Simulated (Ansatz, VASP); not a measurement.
ZnAuS3 in VASP and in Ansatz

Contents of INCAR:

```
ALGO     = Normal         # electronic algorithm
EDIFF    = 1E-7           # SCF threshold, eV
EDIFFG   = -0.01          # ionic threshold
ENCUT    = 600            # plane-wave cutoff, eV
GGA      = PE             # functional
IBRION   = 2              # ionic algorithm
ISIF     = 3              # what is computed and relaxed
ISMEAR   = 0              # smearing method
LASPH    = T              # aspherical terms in the spheres
LCHARG   = F              # write CHGCAR
LREAL    = F              # projectors in reciprocal space
LWAVE    = F              # write WAVECAR
NELM     = 100            # most SCF steps
NSW      = 100            # ionic steps
PREC     = Accurate       # precision mode
SIGMA    = 0.1            # smearing width, eV
```

KPOINTS

```
k-points
0
Gamma
  8 8 8
```

Contents of POSCAR:

```
ZnAuS3
1.0
    4.8225015831      0.0000000000      0.0000000000
    0.0000000000      4.8225015831      0.0000000000
    0.0000000000      0.0000000000      4.8225015831
Zn S Au
1 3 1
Direct
    0.5000000000      0.5000000000      0.5000000000
    0.5000000000      0.0000000000      0.0000000000
    0.0000000000      0.5000000000      0.0000000000
    0.0000000000      0.0000000000      0.5000000000
    0.0000000000      0.0000000000      0.0000000000
```

Input for Ansatz:

```yaml
crystal:
  lattice:
    - [4.8225015831, 0.0, 0.0]
    - [0.0, 4.8225015831, 0.0]
    - [0.0, 0.0, 4.8225015831]
  atoms:
    - { symbol: Zn, position: [0.5, 0.5, 0.5] }
    - { symbol: S, position: [0.5, 0.0, 0.0] }
    - { symbol: S, position: [0.0, 0.5, 0.0] }
    - { symbol: S, position: [0.0, 0.0, 0.5] }
    - { symbol: Au, position: [0.0, 0.0, 0.0] }
basis:
  ecutwfc: 420
kpoints:
  mp_grid: { grid: [8, 8, 8] }
hamiltonian:
  xc: pbe
scf:
  occupations: { method: gaussian, width: 0.1 }
output:
  forces: true
  stress: true
  eigenvalues: true
relax:
  adjacent_minimum: "off"
  f_tol: 0.01
  max_steps: 80
  cell: { stress_tol: 0.05 }
```

Alike in both runs: task relaxation of cell and atoms; functional PBE; k mesh 8 × 8 × 8; occupations gaussian, width 0.1 eV; no spin polarisation.

```csv
,VASP,Ansatz
version,VASP 6.6.1,Ansatz 0.2.0
potentials or method,"VASP PAW PBE potentials, release 64 (Zn, S, Au)","scalar-relativistic, plane waves, PAW"
plane-wave cutoff (eV),600,420
valence electrons in the cell,41,49
```

```tsv
	VASP	Ansatz	Ansatz less VASP
gap on the k mesh at the Fermi level, each at its own relaxed structure (eV)	none	none	-
relaxed volume (Å³/atom)	22.59	22.64	+0.048
relaxed cell length with the largest relative difference (Å)	4.834	4.837	+0.0034
```

A gap of «none» marks a metal or a gap that the smearing closes. The two sets of potentials don't hold the same shells in valence.

The runs have no spin-orbit coupling, so splittings on Au are missing.
